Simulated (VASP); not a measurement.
Calculation: optB88-vdW, VASP's PBE PAW potentials (set 64) (plane waves; VASP).

VASP ran on this input.

### INCAR
```
SYSTEM = Pb
PREC = Accurate
ENCUT = 520
EDIFF = 1E-6
NELM = 100
ALGO = Normal
LREAL = .FALSE.
LASPH = .TRUE.
ISMEAR = 1
SIGMA = 0.1
GGA = BO
PARAM1 = 0.1833333333
PARAM2 = 0.22
LUSE_VDW = .TRUE.
AGGAC = 0.0
LMAXMIX = 4
LWAVE = .FALSE.
LCHARG = .FALSE.
IBRION = 2
ISIF = 3
NSW = 60
EDIFFG = -0.01
```

KPOINTS:
```
Automatic mesh
0
Gamma
11 11 11
0 0 0
```

File POSCAR:
```
Pb
1
    0.0000000000     2.4750000000     2.4750000000
    2.4750000000     0.0000000000     2.4750000000
    2.4750000000     2.4750000000     0.0000000000
Pb
1
Direct
  0.0000000000   0.0000000000   0.0000000000
```

POTCAR, in this order: Pb_d (PBE.64 set). Program: vasp_std.

What will the output report for the number of irreducible k-points (NKPTS), largest plane-wave count, number of space-group operations, FFT grid (NGX, NGY, NGZ)?

```yaml
number of irreducible k-points (NKPTS): 56
largest_plane_wave_count: 869
number_of_space_group_operations: 48
FFT grid (NGX, NGY, NGZ): 28 × 28 × 28
```

The compound is Pb in the fcc structure. This run relaxes it. Symmetry was kept, so distortions that lower it aren't found.
